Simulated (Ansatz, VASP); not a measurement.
# Cross-check of BaC2 between VASP and Ansatz

One calculation is typed for both programs; each brings its own data sets. How far apart do they land? The two relaxations start from unlike cells of this crystal (the structure described is Ansatz's start), so only their ends are compared.

Program: Ansatz 0.2.0. Level of theory: plane waves, with VASP 6.6.1 beside it; relaxation of cell and atoms at PBEsol. Results are calculated unless marked as measured.

### Step 1. The structure

It takes space group Cmce (No. 64, orthorhombic). The conventional cell has a = 6.057 Å, b = 7.010 Å, c = 6.281 Å, α = 90.00°, β = 90.00°, γ = 90.00°. Nearest to Ba lie 10 C at 2.94 to 3.45 Å. C has 1 C at 1.26 Å and 5 Ba at 2.94 to 3.45 Å nearest. Farther neighbours are not listed.

Coordinates:

```xyz
6
Lattice="3.0287 -3.5052 0.0000 3.0287 3.5052 0.0000 0.0000 0.0000 6.2810" Properties=species:S:1:pos:R:3 pbc="T T T"
Ba    0.0000    0.0000    0.0000
Ba    3.0287    0.0000    3.1405
C     3.0287   -2.9303    2.8802
C     3.0287    0.5748    0.2603
C     3.0287   -0.5748    6.0207
C     3.0287    2.9303    3.4008
```

### Step 2. VASP: relaxation of cell and atoms, PBEsol

The relaxed volume is the usual yardstick between codes: in a stiff, nearly cubic crystal its relative difference is about their pressure difference at one cell divided by the bulk modulus.

Lines of VASP's logs that name or quote its potential files are left out, and so is its time.

INCAR

```
SYSTEM = BaC2
PREC = Accurate
ENCUT = 600
EDIFF = 1E-07
NELM = 120
ISMEAR = 0
SIGMA = 0.01
LREAL = .FALSE.
ALGO = Normal
GGA = PS
NBANDS = 24
LORBIT = 11
LWAVE = .FALSE.
LCHARG = .FALSE.
ISIF = 3
IBRION = 2
NSW = 80
EDIFFG = -0.005
LASPH = .TRUE.
GGA_COMPAT = .FALSE.
NELMIN = 4
EFERMI = MIDGAP
KPAR = 2
```

POSCAR

```
BaC2
1.0
    3.0416936453     -3.5312134138      0.0000000000
    3.0416936453      3.5312134138      0.0000000000
    0.0000000000      0.0000000000      6.2886763128
Ba C
2 4
Direct
    0.0000000000      0.0000000000      0.0000000000
    0.5000000000      0.5000000000      0.5000000796
    0.9175239382      0.0824760618      0.4610281686
    0.4175239382      0.5824760618      0.0389717518
    0.5824760618      0.4175239382      0.9610282482
    0.0824760618      0.9175239382      0.5389718314
```

KPOINTS

```
Automatic mesh
0
Gamma
6 6 4
0 0 0
```

PAW data sets: Ba_sv and C (PBE family, release 64).

On the command line:

```sh
> mpirun -np 2 vasp_std
```

Numbers of over 12 decimals in the logs are rounded to 6 here.

What it wrote:

```text
[banner, memory and clock lines left out]
running    2 mpi-ranks, on    1 nodes
 distrk:  each k-point on    1 cores,    2 groups
 distr:  one band on    1 cores,    1 groups

 POSCAR found type information on POSCAR BaC
 POSCAR found :  2 types and       6 ions
|                                                                             |
|               ----> ADVICE to this user running VASP <----                  |
|                                                                             |
|     You enforced a specific xc type in the INCAR file but a different       |
|     [... a line on the potential file left out ...]
|     I HOPE YOU KNOW WHAT YOU ARE DOING!                                     |
|                                                                             |

 LDA part: xc-table for (Slater+PW92), standard interpolation
 POSCAR, INCAR and KPOINTS ok, starting setup
 FFT: planning ... GRIDC
 FFT: planning ... GRID_SOFT
 FFT: planning ... GRID
 WAVECAR not read
 entering main loop
       N       E                     dE             d eps       ncg     rms          rms(c)
DAV:   1     0.223695267520E+03    0.22370E+03   -0.17871E+04  1872   0.148E+03
DAV:   2    -0.309139807370E+02   -0.25461E+03   -0.24573E+03  2872   0.256E+02
DAV:   3    -0.474329327809E+02   -0.16519E+02   -0.16455E+02  2552   0.701E+01
DAV:   4    -0.477839863966E+02   -0.35105E+00   -0.35084E+00  2800   0.103E+01
DAV:   5    -0.477900770423E+02   -0.60906E-02   -0.60902E-02  2504   0.123E+00    0.121E+01
DAV:   6    -0.420778354785E+02    0.57122E+01   -0.15044E+01  2192   0.161E+01    0.628E+00
DAV:   7    -0.417756619581E+02    0.30217E+00   -0.37775E+00  2768   0.848E+00    0.268E+00
DAV:   8    -0.418042718446E+02   -0.28610E-01   -0.61400E-01  2288   0.356E+00    0.798E-01
DAV:   9    -0.417892496214E+02    0.15022E-01   -0.12820E-01  2424   0.176E+00    0.194E-01
DAV:  10    -0.417907419573E+02   -0.14923E-02   -0.79836E-03  2392   0.448E-01    0.141E-01
DAV:  11    -0.417915513804E+02   -0.80942E-03   -0.17274E-03  2416   0.227E-01    0.347E-02
DAV:  12    -0.417915280145E+02    0.23366E-04   -0.11222E-04  2424   0.610E-02    0.239E-02
DAV:  13    -0.417915311994E+02   -0.31849E-05   -0.46131E-05  2472   0.332E-02    0.373E-03
DAV:  14    -0.417915320670E+02   -0.86760E-06   -0.40442E-06  2664   0.104E-02    0.404E-03
DAV:  15    -0.417915316865E+02    0.38054E-06   -0.47692E-07  2320   0.436E-03    0.831E-04
DAV:  16    -0.417915316753E+02    0.11201E-07   -0.41796E-08  1632   0.106E-03
   1 F= -.41791532E+02 E0= -.41791532E+02  d E =-.417915E+02
[...]
2 F= -.41791535E+02 E0= -.41791535E+02  d E =-.307776E-05
[...]
3 F= -.41791535E+02 E0= -.41791535E+02  d E =-.360853E-05
[...]
4 F= -.41791537E+02 E0= -.41791537E+02  d E =-.157365E-05
 trial-energy change:   -0.000002  1 .order   -0.000002   -0.000002   -0.000001
 step:   0.2493(harm=  0.2493)  dis= 0.00018  next Energy=   -41.791538 (dE=-0.283E-05)
 bond charge predicted
       N       E                     dE             d eps       ncg     rms          rms(c)
DAV:   1    -0.417915397861E+02   -0.29924E-05   -0.21221E-04  1920   0.891E-02    0.779E-03
DAV:   2    -0.417915378543E+02    0.19318E-05   -0.52559E-06  2464   0.132E-02    0.365E-03
DAV:   3    -0.417915372569E+02    0.59740E-06   -0.22241E-06  2280   0.794E-03    0.127E-03
DAV:   4    -0.417915373498E+02   -0.92933E-07   -0.17966E-07  1568   0.237E-03
   5 F= -.41791537E+02 E0= -.41791537E+02  d E =-.206603E-05
 curvature:  -0.45 expect dE=-0.530E-06 dE for cont linesearch -0.155E-07
 trial: gam= 0.00000 g(F)=  0.980E-06 g(S)=  0.196E-06 ort =-0.168E-05 (trialstep = 0.134E+00)
 search vector abs. value=  0.118E-05
 reached required accuracy - stopping structural energy minimisation
```

Parts of OUTCAR (step 2):

```text
ion  position               nearest neighbor table
   1  0.000  0.000  0.000-   3 2.96   6 2.96   5 2.96   4 2.96   5 3.11   4 3.11   5 3.11   4 3.11
                             2 4.37   2 4.37   2 4.37   2 4.37   2 4.73   2 4.73   2 4.73   2 4.73
   2  0.500  0.500  0.500-   5 2.96   4 2.96   6 2.96   3 2.96   6 3.11   6 3.11   3 3.11   3 3.11
                             1 4.37   1 4.37   1 4.37   1 4.37   1 4.73   1 4.73   1 4.73   1 4.73
   3  0.918  0.082  0.461-   6 1.26   1 2.96   2 2.96   2 3.11   2 3.11
   4  0.418  0.582  0.039-   5 1.26   2 2.96   1 2.96   1 3.11   1 3.11
   5  0.582  0.418  0.961-   4 1.26   2 2.96   1 2.96   1 3.11   1 3.11
   6  0.082  0.918  0.539-   3 1.26   1 2.96   2 2.96   2 3.11   2 3.11

  LATTYP: Found a base centered orthorhombic cell.
 ALAT       =     6.0833872906
 B/A-ratio  =     1.1609365786
 C/A-ratio  =     1.0337458413

 Subroutine GETGRP returns: Found  8 space group operations
 (whereof  4 operations were pure point group operations)

The static configuration has the point symmetry C_2h.
 The point group associated with its full space group is D_2h.

 Found     39 irreducible k-points:

   k-points           NKPTS =     39   k-points in BZ     NKDIM =     39   number of bands    NBANDS=     24

   dimension x,y,z NGX =    40 NGY =   40 NGZ =   50
   dimension x,y,z NGXF=    80 NGYF=   80 NGZF=  100

   ENCUT  =  600.0 eV  44.10 Ry    6.64 a.u.   9.31  9.31 12.56*2*pi/ulx,y,z

   NELECT =      36.0000    total number of electrons

 k-points in reciprocal lattice and weights: Automatic mesh
   0.00000000  0.00000000  0.00000000       0.007
   0.16666667  0.00000000  0.00000000       0.028
   0.33333333  0.00000000  0.00000000       0.028
   0.50000000  0.00000000  0.00000000       0.014
   0.16666667  0.16666667  0.00000000       0.014
   0.33333333  0.16666667  0.00000000       0.028
   0.50000000  0.16666667  0.00000000       0.028
  -0.33333333  0.16666667  0.00000000       0.028
  -0.16666667  0.16666667  0.00000000       0.014
[...]
-0.33333333  0.33333333  0.50000000       0.014
   0.50000000  0.50000000  0.50000000       0.007

 average (electrostatic) potential at core
       1 -37.3893       2 -37.3893       3 -51.8651       4 -51.8651       5 -51.8651
       6 -51.8651

 E-fermi :   1.1307

 k-point     1 :       0.0000    0.0000    0.0000
  band No.  band energies     occupation
    ...
     14      -0.6950      2.00000
     15      -0.4610      2.00000
     16      -0.4508      2.00000
     17      -0.4191      2.00000
     18      -0.3995      2.00000
     19       1.8459      0.00000
     20       3.5774      0.00000
     21       3.8784      0.00000
     22       4.0931      0.00000
     23       4.1689      0.00000
    ...

 k-point     2 :       0.1667    0.0000    0.0000
  band No.  band energies     occupation
    ...
     14      -0.7545      2.00000
     15      -0.6982      2.00000
     16      -0.5247      2.00000
     17      -0.4477      2.00000
     18      -0.1733      2.00000
     19       2.3212      0.00000
     20       3.9562      0.00000
     21       3.9847      0.00000
     22       4.2553      0.00000
     23       4.3426      0.00000
    ...

 k-point     3 :       0.3333    0.0000    0.0000
  band No.  band energies     occupation
    ...
     14      -1.2126      2.00000
     15      -0.8352      2.00000
     16      -0.6572      2.00000
     17      -0.0382      2.00000
     18       0.1287      2.00000
     19       3.4734      0.00000
     20       4.2511      0.00000
     21       4.4455      0.00000
     22       4.9171      0.00000
     23       5.0955      0.00000
    ...

  Total        0.0044891     -0.0013308     -0.0015809      0.0000000      0.0000000      0.0000000
  in kB        0.0532613     -0.0157894     -0.0187565      0.0000000      0.0000000      0.0000000
  external PRESSURE =       0.0062384 kB  Pullay stress =       0.0000000 kB

  energy-cutoff  :      600.00
  volume of cell :      135.04
      direct lattice vectors                 reciprocal lattice vectors
     3.041732421 -3.530109819  0.000000000     0.164380008 -0.141638653  0.000000000
     3.041732421  3.530109819 -0.000000000     0.164380008  0.141638653  0.000000000
     0.000000000  0.000000000  6.288104331     0.000000000  0.000000000  0.159030440

 POSITION                                       TOTAL-FORCE (eV/Angst)
 -----------------------------------------------------------------------------------
      0.00000      0.00000     -0.00000         0.000000      0.000000      0.000000
      3.04173      0.00000      3.14405         0.000000      0.000000      0.000000
      3.04173     -2.94758      2.89908         0.000000     -0.001272      0.001860
      3.04173      0.58253      0.24497         0.000000     -0.001272     -0.001860
      3.04173     -0.58253      6.04314         0.000000      0.001272      0.001860
      3.04173      2.94758      3.38902         0.000000      0.001272     -0.001860
 -----------------------------------------------------------------------------------
    total drift:                                0.000000      0.000069     -0.000261

  FREE ENERGIE OF THE ION-ELECTRON SYSTEM (eV)
  ---------------------------------------------------
  free  energy   TOTEN  =       -41.7915373498 eV

  energy  without entropy=      -41.7915373498  energy(sigma->0) =      -41.79153735

 reached required accuracy - stopping structural energy minimisation

 total charge
# of ion       s       p       d       tot
------------------------------------------
    1        2.006   5.619   0.241   7.866
    2        2.006   5.619   0.241   7.866
    3        0.928   1.564   0.000   2.492
    4        0.928   1.564   0.000   2.492
    5        0.928   1.564   0.000   2.492
    6        0.928   1.564   0.000   2.492
--------------------------------------------------
tot          7.723  17.493   0.482  25.698

[... 3 further parts left out ...]
```

(Continued in part 2 of 2.)

[Lines on the potential files, build, host, timing and source positions are cut from VASP's logs without a mark.]

[Logs are printed without paths, hosts, clocks, repeated set-up lines and the standing remarks that a program may print on its own settings, such as how far it seeks lower states.]

[Hosts, paths, dates, database ids (printed as entryN), source tags and the programs' standing remarks are cut or masked in the printed files.]
